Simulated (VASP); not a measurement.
```
CELL_PARAMETERS angstrom
      0.00000     3.49000     3.49000
      3.49000     0.00000     3.49000
      3.49000     3.49000     0.00000
ATOMIC_POSITIONS crystal
  Sr 0.00000 0.00000 0.00000
  Cl 0.25000 0.25000 0.25000
  Cl 0.75000 0.75000 0.75000
```

The base run (VASP): PBE GGA, plane waves, VASP's PBE PAW potentials (set 64). Settings: 400 eV cut-off, 6×6×6 Γ-centred mesh, Gaussian smearing of 0.050 eV, potentials Sr_sv Cl.

One setting is varied; ΔE counts from the most expensive setting. The base run took about 7 core-seconds. The timings are rough (shared machines, no repeats); factors under 2 mean little.

Pressures at a finite cut-off, here 400 eV, hold a Pulay part, which wasn't tested here.

| setting | cost over the base run | electronic steps | ΔE (meV/atom) | pressure (GPa) |
|---|---|---|---|---|
| KGAMMA = .TRUE., KSPACING = 0.4, KPOINTS file removed | within a factor of 2 | 14 | 0.0 | 1.00 |
| KGAMMA = .FALSE., KSPACING = 0.5, KPOINTS file removed | within a factor of 2 | 14 | 0.0 | 1.00 |
| KGAMMA = .TRUE., KSPACING = 0.35, KPOINTS file removed | within a factor of 2 | 14 | 0.0 | 1.00 |
| base run | reference | 14 | 0.0 | 1.00 |
| KGAMMA = .TRUE., KSPACING = 0.25, KPOINTS file removed | within a factor of 2 | 14 | 0.0 | 1.00 |
| KGAMMA = .TRUE., KSPACING = 0.16, KPOINTS file removed | about 2 times | 14 | 0.0 | 1.00 |

Left out are runs that failed, have no time on record or changed the cell.

The compound is SrCl2 in the fluorite structure. The cell was not relaxed at this level.
